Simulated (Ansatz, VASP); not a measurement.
**GaP (GaP, zinc blende or diamond type, a = 5.29 A): VASP beside Ansatz**

Aim: how closely do two programs agree when they are given the same cell, functional and k mesh? The cell is taken from a series of runs on this material, whose earlier steps may have relaxed, scaled, displaced or heated it; both programs get it as it stands.

Main program and level: Ansatz 0.2.0; plane waves, with VASP 6.6.1 beside it; single point at PBE.

### 1. The structure

It takes space group F-43m (No. 216, cubic). Conventional cell: a = 5.290 Å, b = 5.290 Å, c = 5.290 Å, α = 90.00°, β = 90.00°, γ = 90.00°. Nearest to Ga lie 4 P at 2.29 Å. P has 4 Ga at 2.29 Å nearest. Farther neighbours are not listed.

Structure file:

```xyz
4
Lattice="3.7406 0.0000 0.0000 0.0000 3.7406 0.0000 0.0000 0.0000 5.2900" Properties=species:S:1:pos:R:3 pbc="T T T"
Ga    0.0000    0.0000    0.0000
Ga    1.8703    1.8703    2.6450
P     1.8703    0.0000    1.3225
P     0.0000    1.8703    3.9675
```

### 2. VASP: single point, PBE

With cell and atoms fixed, the geometry can't cause a difference; cores, projectors, grids and the points listed under the comparison can.

Lines of VASP's logs that name or quote its potential files are left out, and so is its time.

INCAR

```
SYSTEM = GaP
PREC = Accurate
ENCUT = 400
EDIFF = 1E-06
NELM = 120
ISMEAR = 0
SIGMA = 0.01
LREAL = .FALSE.
ALGO = Normal
GGA = PE
NBANDS = 24
LORBIT = 11
LWAVE = .FALSE.
LCHARG = .FALSE.
ISIF = 2
LASPH = .TRUE.
GGA_COMPAT = .FALSE.
EFERMI = MIDGAP
```

POSCAR

```
GaP
1.0
    3.7405948725      0.0000000000      0.0000000000
    0.0000000000      3.7405948725      0.0000000000
    0.0000000000      0.0000000000      5.2900000000
Ga P
2 2
Direct
    0.0000000000      0.0000000000      0.0000000000
    0.5000000000      0.5000000000      0.5000000000
    0.5000000000      0.0000000000      0.2500000000
    0.0000000000      0.5000000000      0.7500000000
```

KPOINTS

```
Automatic mesh
0
Gamma
6 6 6
0 0 0
```

PAW data sets: Ga_d and P (PBE family, release 64).

On the command line:

```sh
$ mpirun -np 1 vasp_std
```

Numbers of over 12 decimals in the logs are rounded to 6 here.

What it wrote:

```text
[banner, memory and clock lines left out]
running    1 mpi-ranks, on    1 nodes
 distrk:  each k-point on    1 cores,    1 groups
 distr:  one band on    1 cores,    1 groups

 POSCAR found type information on POSCAR GaP
 POSCAR found :  2 types and       4 ions
 LDA part: xc-table for (Slater+PW92), standard interpolation
 POSCAR, INCAR and KPOINTS ok, starting setup
 FFT: planning ... GRIDC
 FFT: planning ... GRID_SOFT
 FFT: planning ... GRID
 WAVECAR not read
 entering main loop
       N       E                     dE             d eps       ncg     rms          rms(c)
DAV:   1     0.208949931644E+03    0.20895E+03   -0.15529E+04  2016   0.197E+03
DAV:   2     0.308147288926E+01   -0.20587E+03   -0.19902E+03  2120   0.405E+02
DAV:   3    -0.179513361846E+02   -0.21033E+02   -0.20947E+02  2352   0.110E+02
DAV:   4    -0.185086855574E+02   -0.55735E+00   -0.55695E+00  2432   0.197E+01
DAV:   5    -0.185225290931E+02   -0.13844E-01   -0.13841E-01  2400   0.270E+00    0.669E+00
DAV:   6    -0.179872073604E+02    0.53532E+00   -0.10065E+00  2808   0.155E+01    0.418E+00
DAV:   7    -0.179240979410E+02    0.63109E-01   -0.49250E-01  2248   0.391E+00    0.171E+00
DAV:   8    -0.179255245167E+02   -0.14266E-02   -0.81941E-02  2368   0.402E+00    0.296E-01
DAV:   9    -0.179250091547E+02    0.51536E-03   -0.12003E-02  2432   0.220E+00    0.793E-02
DAV:  10    -0.179251048830E+02   -0.95728E-04   -0.14528E-03  2400   0.354E-01    0.599E-02
DAV:  11    -0.179252188807E+02   -0.11400E-03   -0.31856E-04  2608   0.119E-01    0.496E-02
DAV:  12    -0.179252186453E+02    0.23549E-06   -0.27683E-05  2664   0.751E-02    0.301E-02
DAV:  13    -0.179252176702E+02    0.97507E-06   -0.11421E-05  2248   0.374E-02    0.188E-02
DAV:  14    -0.179252181768E+02   -0.50666E-06   -0.42501E-06  1944   0.146E-02
   1 F= -.17925218E+02 E0= -.17925218E+02  d E =0.000000E+00
```

From OUTCAR (step 2):

```text
ion  position               nearest neighbor table
   1  0.000  0.000  0.000-   3 2.29   4 2.29   4 2.29   3 2.29
   2  0.500  0.500  0.500-   3 2.29   4 2.29   3 2.29   4 2.29
   3  0.500  0.000  0.250-   1 2.29   2 2.29   2 2.29   1 2.29
   4  0.000  0.500  0.750-   1 2.29   2 2.29   1 2.29   2 2.29

  LATTYP: Found a simple tetragonal cell.
 ALAT       =     3.7405948725
 C/A-ratio  =     1.4142135624

 Subroutine GETGRP returns: Found  8 space group operations
 (whereof  8 operations were pure point group operations)

The static configuration has the point symmetry D_2d.

 Found     40 irreducible k-points:

   k-points           NKPTS =     40   k-points in BZ     NKDIM =     40   number of bands    NBANDS=     24

   dimension x,y,z NGX =    24 NGY =   24 NGZ =   36
   dimension x,y,z NGXF=    48 NGYF=   48 NGZF=   72

   ENCUT  =  400.0 eV  29.40 Ry    5.42 a.u.   6.10  6.10  8.63*2*pi/ulx,y,z

   NELECT =      36.0000    total number of electrons

 k-points in reciprocal lattice and weights: Automatic mesh
   0.00000000  0.00000000  0.00000000       0.005
   0.16666667  0.00000000  0.00000000       0.019
   0.33333333  0.00000000  0.00000000       0.019
   0.50000000  0.00000000  0.00000000       0.009
   0.16666667  0.16666667  0.00000000       0.019
   0.33333333  0.16666667  0.00000000       0.037
   0.50000000  0.16666667  0.00000000       0.019
   0.33333333  0.33333333  0.00000000       0.019
   0.50000000  0.33333333  0.00000000       0.019
[...]
0.50000000  0.33333333  0.50000000       0.019
   0.50000000  0.50000000  0.50000000       0.005

 average (electrostatic) potential at core
       1 -64.5485       2 -64.5485       3 -82.5181       4 -82.5181

 E-fermi :   6.3263

 k-point     1 :       0.0000    0.0000    0.0000
  band No.  band energies     occupation
    ...
     14       2.6041      2.00000
     15       2.6041      2.00000
     16       5.6161      2.00000
     17       5.6169      2.00000
     18       5.6169      2.00000
     19       7.0666      0.00000
     20       7.3277      0.00000
     21       8.2010      0.00000
     22       9.4661      0.00000
     23       9.4661      0.00000
    ...

 k-point     2 :       0.1667    0.0000    0.0000
  band No.  band energies     occupation
    ...
     14       1.6520      2.00000
     15       2.8207      2.00000
     16       3.9267      2.00000
     17       4.8368      2.00000
     18       5.4930      2.00000
     19       7.4130      0.00000
     20       8.8643      0.00000
     21       9.0079      0.00000
     22       9.6847      0.00000
     23       9.7133      0.00000
    ...

 k-point     3 :       0.3333    0.0000    0.0000
  band No.  band energies     occupation
    ...
     14       1.0689      2.00000
     15       1.6927      2.00000
     16       3.2520      2.00000
     17       3.4241      2.00000
     18       5.0400      2.00000
     19       8.0653      0.00000
     20       9.2162      0.00000
     21      10.4337      0.00000
     22      10.4757      0.00000
     23      11.7025      0.00000
    ...

  Total        5.4650515      5.4650515      5.3831243      0.0000000      0.0000000      0.0000000
  in kB      118.2953905    118.2953905    116.5220099      0.0000000      0.0000000      0.0000000
  external PRESSURE =     117.7042636 kB  Pullay stress =       0.0000000 kB

  energy-cutoff  :      400.00
  volume of cell :       74.02
      direct lattice vectors                 reciprocal lattice vectors
     3.740594873  0.000000000  0.000000000     0.267337157  0.000000000  0.000000000
     0.000000000  3.740594873  0.000000000     0.000000000  0.267337157  0.000000000
     0.000000000  0.000000000  5.290000000     0.000000000  0.000000000  0.189035917

 POSITION                                       TOTAL-FORCE (eV/Angst)
 -----------------------------------------------------------------------------------
      0.00000      0.00000      0.00000        -0.000000      0.000000      0.000000
      1.87030      1.87030      2.64500         0.000000     -0.000000     -0.000000
      1.87030      0.00000      1.32250         0.000000      0.000000      0.000000
      0.00000      1.87030      3.96750         0.000000      0.000000      0.000000
 -----------------------------------------------------------------------------------
    total drift:                                0.000000      0.000000     -0.000000

  FREE ENERGIE OF THE ION-ELECTRON SYSTEM (eV)
  ---------------------------------------------------
  free  energy   TOTEN  =       -17.9252181768 eV

  energy  without entropy=      -17.9252181768  energy(sigma->0) =      -17.92521818

 total charge
# of ion       s       p       d       tot
------------------------------------------
    1        0.871   0.954  10.034  11.859
    2        0.871   0.954  10.034  11.859
    3        1.016   1.584   0.000   2.601
    4        1.016   1.584   0.000   2.601
--------------------------------------------------
tot          3.775   5.076  20.067  28.919

[... 3 further parts left out ...]
```

The run ends at a pressure of 11.77 GPa.

### 3. Ansatz: single point, PBE

Ansatz runs on its default PAW (the set named soft_2) files.

The same cell, functional and mesh now go to Ansatz, which takes its cutoff from its data sets.

input.yaml

```yaml
crystal:
  lattice:
    - [3.7405948725, 0.0, 0.0]
    - [0.0, 3.7405948725, 0.0]
    - [0.0, 0.0, 5.29]
  atoms:
    - { symbol: Ga, position: [0.0, 0.0, 0.0] }
    - { symbol: P, position: [0.5, 0.0, 0.25] }
    - { symbol: Ga, position: [0.5, 0.5, 0.5] }
    - { symbol: P, position: [0.0, 0.5, 0.75] }
kpoints:
  mp_grid: { grid: [6, 6, 6] }
hamiltonian:
  xc: pbe
scf:
  occupations: { method: fixed }
  convergence: { dr2_threshold: 1.0e-09 }
output:
  transmission:
    leads: [[0, 0]]
    kpoints: [[0, 0], [0.5, 0], [0.5, 0.5], [0.25, 0]]
    e_range: [-1.92, 4.48]
    de: 0.16
```

On the command line:

```sh
$ ansatz run input.yaml --threads 2 --pin off --max-ram 4096MiB --backend cpu --events-out ev --progress --plain --runs-dir out
```

What it wrote:

```text
Engine: ansatz 0.2.0, aarch64-unknown-linux-gnu
Pseudopotentials: kind: paw
Pseudopotential: Ga, paw, valence charge 13, recommended cutoff 420 eV (normal), Ga.paw.azcp
Pseudopotential: P, paw, valence charge 5, recommended cutoff 420 eV (normal), P.paw.azcp
Functional definition: PBE
  parameter kappa = 0.804
  parameter beta = 0.066725
  exchange = pbe_x(kappa = kappa, mu = beta*pi^2/3)
  correlation = pbe_c(beta = beta)
Crystal: 4 atoms, lattice volume = 74.018 Å³
Basis set: ecut = 420 eV, 1465 PW (Γ)
Bands: 22, of which v1, the nominal top of the filled ones, is band 18 counted from 1 (17 counted from 0)
Symmetry: 16 space group operations
Space group: F-43m (ITA 216), of the structure as read, at distance tolerance 4.2e-5 Å
k-points: 40 of 216 (time reversal used)
Non-local potential: Ga, projectors of the file, l = 0: 2, l = 1: 2, l = 2: 3, l = 3: 1
Non-local potential: P, projectors of the file, l = 0: 2, l = 1: 2, l = 2: 2
PAW form: soft (Blöchl's): semilocal exchange-correlation on the pseudo side does not see the compensation charge
PAW one-centre angular grid: Ga, 590 points (default); XC on 64 Gauss nodes
PAW one-centre angular grid: P, 110 points (default); XC on 64 Gauss nodes
Initial density: superposition of atomic densities (neutral atoms: chi_scale 0, normalization atom), corrected by the library's trained network
Initial wavefunctions: pseudopotential atomic-orbital guess
Functional: x = pbe(κ = 0.804, μ = 0.219515), c = pbe(β = 0.066725)
SCF iter   1: F=—  HF=-9078.792976 eV  |F-HF|=—  |Δ(HF+E_count)|=         —  Δρ=1.31e-3  dr2=1.82e-3  ethr=1.77e-3  ⟨swp⟩=4.9  Hψ=3718  notcnv=0  defer=73
preconditioner: auto → Resta (q_TF=auto, 2.419 Å⁻¹)  ε∞=4.3  [insulator: Δε(μ)=1.409 eV  Ē_g=14.260 eV  n_scr=20 (ndim 8)  ℏωp=25.9 eV  f_vac=0.004  ε∞_Penn≈4.3]
SCF iter   2: F=—  HF=-9078.789132 eV  |F-HF|=—  |Δ(HF+E_count)|=   3.84e-3  Δρ=1.20e-3  dr2=6.45e-4  ethr=5.05e-6  ⟨swp⟩=2.8  Hψ=2090  notcnv=0  defer=80
SCF iter   3: F=—  HF=-9078.789008 eV  |F-HF|=—  |Δ(HF+E_count)|=   1.24e-4  Δρ=4.45e-4  dr2=1.57e-4  ethr=1.79e-6  ⟨swp⟩=2.0  Hψ=1687  notcnv=0  defer=80
SCF iter   4: F=—  HF=-9078.789051 eV  |F-HF|=—  |Δ(HF+E_count)|=   4.28e-5  Δρ=1.80e-4  dr2=3.91e-5  ethr=4.36e-7  ⟨swp⟩=2.1  Hψ=1020  notcnv=0  defer=61
SCF iter   5: F=—  HF=-9078.789067 eV  |F-HF|=—  |Δ(HF+E_count)|=   1.63e-5  Δρ=1.06e-4  dr2=6.67e-6  ethr=1.09e-7  ⟨swp⟩=2.0  Hψ=1186  notcnv=0  defer=56
SCF iter   6: F=—  HF=-9078.789071 eV  |F-HF|=—  |Δ(HF+E_count)|=   4.31e-6  Δρ=3.01e-5  dr2=3.73e-7  ethr=1.85e-8  ⟨swp⟩=2.0  Hψ=1597  notcnv=0  defer=56
SCF iter   7: F=—  HF=-9078.789070 eV  |F-HF|=—  |Δ(HF+E_count)|=   8.95e-7  Δρ=6.58e-6  dr2=1.62e-8  ethr=1.04e-9  ⟨swp⟩=3.0  Hψ=1621  notcnv=0  defer=58
SCF iter   8: F=—  HF=-9078.789070 eV  |F-HF|=—  |Δ(HF+E_count)|=   8.34e-9  Δρ=1.89e-6  dr2=1.39e-9  ethr=4.51e-11  ⟨swp⟩=2.1  Hψ=1168  notcnv=0  defer=60
SCF iter   9: F=-9078.789070 eV  HF=-9078.789070 eV  |F-HF|=1.27e-11  |Δ(HF+E_count)|=  3.46e-10  Δρ=9.85e-8  dr2=7.76e-12  ethr=2.78e-12  ⟨swp⟩=6.6  Hψ=3623  notcnv=0
SCF 1 converged in 9 iterations: F = -9078.789070 eV  dr2 = 7.76e-12
  greatest PAW one-centre occupation: 0.994 electrons in one spin orbital (limit 2), on the Ga atom at site 2 (counted from 0), in its partial waves of l = 2
transmission: 9 of 36 steps passed
transmission: 18 of 36 steps passed
transmission: 27 of 36 steps passed
transmission: 36 of 36 steps passed
SCF converged after 9 iterations
Free energy (F): -9078.789070 eV
Harris-Foulkes:  -9078.789070 eV  (|F-HF|=1.27e-11)
Internal energy: -9078.789070 eV  (E = F + TS)
E sigma→0 (E₀):  -9078.789070 eV
Fermi energy:    8.278380 eV
--- Per-component energies (eV) ---
  E_band       = -82.208158
  E_kinetic    = 378.683870
  E_local      = -4279.159885  (includes V_loc(G=0)·N_el)
  E_nonlocal   = 917.626264
  E_hartree    = 1988.863720
  E_xc         = -264.652896
  E_vxc        = -242.123267  (∫ρ·V_xc dr)
  E_paw        = -5115.208023  (= ΣΔE_a)
  E_vpaw       = -834.962372  (= ΣTr[D̂ρ^β])
  E_aug_tail   = -0.000243  (compensation charges beyond the density's cutoff)
  E_ewald      = -2704.941878
  E_smearing   = -0.000000  (= −TS)
  E_closure    = 0.000000  (closes the sum)
  Σ components = -9078.789070   (vs F -9078.789070, Δ=0.00e0)
--- Band table (eV; the first three rows and the last of 40) ---
  k-point 0: bands = [... 14 lower, 5.2634, 8.2776, 8.2784, 8.2784, 9.7277, 9.9909, 10.8609, 12.1221]
  k-point 1: bands = [... 14 lower, 5.3922, 7.4789, 7.8972, 7.8972, 9.6976, 10.3563, 11.5113, 11.8758]
  k-point 2: bands = [... 14 lower, 5.7703, 6.0578, 7.1295, 7.1295, 9.8894, 11.0143, 11.1458, 12.5821]
  k-point 39: bands = [... 14 lower, 4.2557, 4.2557, 4.3971, 4.3971, 12.9877, 12.9877, 13.5191, 13.5191]
--- Transmission ---
  basis      : 121 plane waves across, 9 finite elements along
  points     : 4, as listed
  energies   : 41 from -1.920000 to 4.480000 eV about the Fermi level, 0.160000 eV apart; the leads are filled to 0.709593 eV, and channels, transmission and decay are at 0.640000 eV
  crystal 0  : P2Ga2, at the sites [0, 0], period 5.2900 Å: whole cells are its period
    offset         : up to 0.0000 Å between an atom of the period and one for which it stands
    channels       : 0.000000e0 a spin
    conductance    : none, the energies end too early or step too widely for 300 K: set another output.transmission.e_range or a lower de, or, where they end at an eighth of basis.ecutwfc, a higher one
    slowest decay  : 0.1339 /Å at (0.0000, 0.0000)
```

### 4. Side by side

Known differences besides the potentials themselves: fixed occupations in Ansatz, narrow Gaussian smearing in VASP; the cutoff is 420 eV in Ansatz and 400 eV in VASP. Total energies have different zeros and are not compared.

Both answers:

| quantity | Ansatz | VASP | difference |
| --- | --- | --- | --- |
| gap on the k mesh (eV) | 1.419 | 1.419 | 0.000 |

A gap on the mesh is an upper bound, since the band edges may lie between its points.

### 5. Results

| Property | Result |
| --- | --- |
| difference in gap on the k mesh (single point, PBE) | 3.9e-4 eV |

What this shows: The difference in gap on the k mesh is 3.9e-4 eV (single point, PBE), within the 0.08 eV picked in this series as the mark of a large difference. Such differences can come from data sets, numerical settings and the points named under the comparisons, not from the functional's error against experiment.

[Lines on the potential files, build, host, timing and source positions are cut from VASP's logs without a mark.]

[Logs are printed without paths, hosts, clocks, repeated set-up lines and the standing remarks that a program may print on its own settings, such as how far it seeks lower states.]

[Hosts, paths, dates, database ids (printed as entryN), source tags and the programs' standing remarks are cut or masked in the printed files.]
